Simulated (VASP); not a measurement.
Given:

```yaml
crystal:
  lattice:
    - [3.34899, 0.00000, 0.00000]
    - [-1.67450, 2.90031, 0.00000]
    - [0.00000, 0.00000, 13.99275]
  atoms:
    - { symbol: Mo, position: [0.00000, 0.00000, 0.25000] }
    - { symbol: Mo, position: [0.00000, 0.00000, 0.75000] }
    - { symbol: Se, position: [0.33333, 0.66667, 0.36895] }
    - { symbol: Se, position: [0.66667, 0.33333, 0.63105] }
    - { symbol: Se, position: [0.66667, 0.33333, 0.86895] }
    - { symbol: Se, position: [0.33333, 0.66667, 0.13105] }
```

All values below come from PBE GGA, VASP's PBE PAW potentials (set 64) (plane waves; VASP 6.6.1). Run with 300 eV cut-off, 7×7×2 Γ-centred mesh, Gaussian smearing of 0.010 eV, potentials Mo_sv Se.

Problem. Give the energies of bands 17 to 30 at the high-symmetry points, in eV from the valence-band maximum.

Solution. 
```json
[
 {"band": "17", "Γ": "-2.38", "M": "-3.98", "K": "-4.12", "A": "-2.38", "L": "-3.97", "H": "-4.10"},
 {"band": "18", "Γ": "-2.38", "M": "-3.97", "K": "-4.12", "A": "-2.38", "L": "-3.97", "H": "-4.10"},
 {"band": "19", "Γ": "-2.38", "M": "-2.98", "K": "-3.57", "A": "-2.02", "L": "-2.97", "H": "-3.60"},
 {"band": "20", "Γ": "-1.42", "M": "-2.95", "K": "-3.57", "A": "-2.02", "L": "-2.97", "H": "-3.60"},
 {"band": "21", "Γ": "-1.42", "M": "-2.34", "K": "-3.18", "A": "-1.42", "L": "-2.06", "H": "-3.07"},
 {"band": "22", "Γ": "-1.42", "M": "-1.73", "K": "-2.97", "A": "-1.42", "L": "-2.06", "H": "-3.07"},
 {"band": "23", "Γ": "-1.42", "M": "-1.00", "K": "-2.29", "A": "-1.42", "L": "-0.96", "H": "-2.28"},
 {"band": "24", "Γ": "-1.13", "M": "-1.00", "K": "-2.29", "A": "-1.42", "L": "-0.96", "H": "-2.28"},
 {"band": "25", "Γ": "-0.70", "M": "-0.92", "K": "-0.23", "A": "-0.20", "L": "-0.87", "H": "-0.23"},
 {"band": "26", "Γ": "0.00", "M": "-0.79", "K": "-0.23", "A": "-0.20", "L": "-0.87", "H": "-0.23"},
 {"band": "27", "Γ": "2.50", "M": "1.56", "K": "1.13", "A": "2.52", "L": "1.56", "H": "1.14"},
 {"band": "28", "Γ": "2.50", "M": "1.57", "K": "1.15", "A": "2.52", "L": "1.56", "H": "1.14"},
 {"band": "29", "Γ": "2.56", "M": "1.98", "K": "2.36", "A": "2.53", "L": "1.98", "H": "2.26"},
 {"band": "30", "Γ": "2.57", "M": "2.01", "K": "2.36", "A": "2.53", "L": "1.98", "H": "2.26"}
]
```

The gap is indirect, 1.13 eV, from the valence maximum at Γ to the conduction minimum at K.

The structure comes from a computed database's MoSe2 entry; how it stands against other phases isn't given here. The cell was not relaxed at this level.
